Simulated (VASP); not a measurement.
An input for Ansatz (written as the equivalent of a VASP run, and not itself run):

Ansatz 0.2 input:
```yaml
crystal:
  lattice:
    - [-2.1350900, 2.1350900, 2.1350900]
    - [2.1350900, -2.1350900, 2.1350900]
    - [2.1350900, 2.1350900, -2.1350900]
  atoms:
    - { symbol: Na, position: [0.0000000, 0.0000000, 0.0000000] }
kpoints:
  mp_grid: { grid: [12, 12, 12] }
hamiltonian:
  xc: revpbe
  pseudopotentials: { kind: paw }
scf:
  occupations: { method: methfessel_paxton, width: 0.1 }
  max_iter: 100
output: { forces: true, stress: true, eigenvalues: true }
```

Q: Translate this input to VASP (INCAR, KPOINTS, POSCAR, choice of POTCAR).

A: This is not unique; one that fits is 
### POSCAR
```
Na
1
   -2.1350900369     2.1350900369     2.1350900369
    2.1350900369    -2.1350900369     2.1350900369
    2.1350900369     2.1350900369    -2.1350900369
Na
1
Direct
  0.0000000000   0.0000000000   0.0000000000
```

File KPOINTS:
```
K-points
0
G
  12 12 12
```

**INCAR**
```
ALGO = Normal
EDIFF = 1E-7
ENCUT = 520
GGA = RE
ISIF = 2
ISMEAR = 1
LASPH = T
LCHARG = F
LREAL = F
LWAVE = F
NELM = 100
PREC = Accurate
SIGMA = 0.1
SYSTEM = Na
```

POTCAR, in this order: Na_pv (PBE.64 set). Program: vasp_std.

Limits of the translation: each code has its own PAW files, so the cut-off isn't converted (ENCUT is set for VASP's; basis.ecutwfc is left out, and Ansatz then takes the one that its files recommend); Ansatz stops its SCF on the density residual and VASP on the energy change (EDIFF).

The compound is Na in the bcc structure. It was relaxed first.
